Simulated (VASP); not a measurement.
Output of a VASP run:

OSZICAR:
```
       N       E                     dE             d eps       ncg     rms          rms(c)
DAV:   1     0.653795306624E+02    0.65380E+02   -0.98547E+03  1008   0.151E+03
DAV:   2    -0.419223084445E+02   -0.10730E+03   -0.10014E+03  1480   0.335E+02
DAV:   3    -0.461143624198E+02   -0.41921E+01   -0.41650E+01  1308   0.662E+01
DAV:   4    -0.461471904269E+02   -0.32828E-01   -0.32818E-01  1192   0.600E+00
DAV:   5    -0.461475301799E+02   -0.33975E-03   -0.33969E-03  1304   0.594E-01    0.113E+01
DAV:   6    -0.396246838902E+02    0.65228E+01   -0.59425E+00  1152   0.218E+01    0.599E+00
DAV:   7    -0.377764980783E+02    0.18482E+01   -0.73791E-01  1188   0.990E+00    0.290E+00
DAV:   8    -0.400694102326E+02   -0.22929E+01   -0.17435E+00  1148   0.127E+01    0.210E+00
DAV:   9    -0.384789986261E+02    0.15904E+01   -0.59783E-01  1028   0.936E+00    0.239E-01
DAV:  10    -0.381966303704E+02    0.28237E+00   -0.12095E-01  1168   0.396E+00    0.180E-01
DAV:  11    -0.382118901837E+02   -0.15260E-01   -0.63151E-03  1116   0.100E+00    0.197E-01
DAV:  12    -0.381164392544E+02    0.95451E-01   -0.27335E-02  1008   0.210E+00    0.144E-01
DAV:  13    -0.382314170340E+02   -0.11498E+00   -0.22608E-02  1016   0.166E+00    0.624E-02
DAV:  14    -0.382346528952E+02   -0.32359E-02   -0.72354E-04  1272   0.373E-01    0.848E-03
DAV:  15    -0.382345555181E+02    0.97377E-04   -0.12869E-04  1088   0.166E-01    0.967E-03
DAV:  16    -0.382346818319E+02   -0.12631E-03   -0.21904E-05  1112   0.680E-02    0.580E-03
DAV:  17    -0.382346981475E+02   -0.16316E-04   -0.73375E-06  1104   0.349E-02    0.135E-03
DAV:  18    -0.382347043195E+02   -0.61720E-05   -0.64680E-07   800   0.117E-02    0.173E-03
DAV:  19    -0.382347031597E+02    0.11598E-05   -0.23459E-07   636   0.654E-03    0.470E-04
DAV:  20    -0.382347027806E+02    0.37903E-06   -0.13498E-07   588   0.347E-03
   1 F= -.34665566E+02 E0= -.34665566E+02  d E =-.346656E+02
```

### OUTCAR
```
------------------------ aborting loop because EDIFF is reached ----------------------------------------
  FORCE on cell =-STRESS in cart. coord.  units (eV):
  Direction    XX          YY          ZZ          XY          YZ          ZX
  --------------------------------------------------------------------------------------
  Total        3.5848915      3.5848941      3.5473303      0.0000000      0.0000000      0.0000000
  in kB      200.8828325    200.8829732    198.7780549      0.0000000      0.0000000      0.0000000
  external PRESSURE =       0.1812869 kB  Pullay stress =     200.0000000 kB
  volume of cell :       28.59
      direct lattice vectors                 reciprocal lattice vectors
     1.234953890 -2.139003631  0.000000000     0.404873416 -0.233753694  0.000000000
     1.234953890  2.139003631  0.000000000     0.404873416  0.233753694  0.000000000
     0.000000000  0.000000000  5.411921899     0.000000000  0.000000000  0.184777242
  FREE ENERGIE OF THE ION-ELECTRON SYSTEM (eV)
  ---------------------------------------------------
  free  energy   TOTEN  =       -38.2347027806 eV

  energy  without entropy=      -38.2347027806  energy(sigma->0) =      -38.23470278
  enthalpy is  TOTEN    =       -34.6655659845 eV   P V=        3.5691367961

 reached required accuracy - stopping structural energy minimisation
```
(Selected blocks of OUTCAR.)

**POSCAR**
```
BN
1
    1.2349538898    -2.1390036312    -0.0000000000
    1.2349538898     2.1390036312    -0.0000000000
    0.0000000000    -0.0000000000     5.4119218990
B N
2 2
Direct
  0.3333330000   0.6666670000   0.2500000000
  0.6666670000   0.3333330000   0.7500000000
  0.6666670000   0.3333330000   0.2500000000
  0.3333330000   0.6666670000   0.7500000000
```

Task: Write an INCAR and KPOINTS that could have produced this output.

Result: One answer among several that fit: the input of the run itself, r2SCAN meta-GGA, plane waves, VASP's PBE PAW potentials (set 64).

**INCAR**
```
ALGO=Normal
EDIFF=1E-6
EDIFFG=-0.02
ENCUT=620
IBRION=2
ISIF=3
ISMEAR=0
LASPH=.TRUE.
LCHARG=.FALSE.
LMIXTAU=.TRUE.
LREAL=.FALSE.
LWAVE=.FALSE.
METAGGA=R2SCAN
NELM=100
NSW=40
PREC=Accurate
PSTRESS=200
SIGMA=0.05
SYSTEM=BN
```

KPOINTS:
```
Automatic mesh
0
Gamma
10 10 4
0 0 0
```

POTCAR, in this order: B N (PBE.64 set). Program: vasp_std.

The compound is BN in the hex structure. It was relaxed first under an external pressure of 20 GPa.
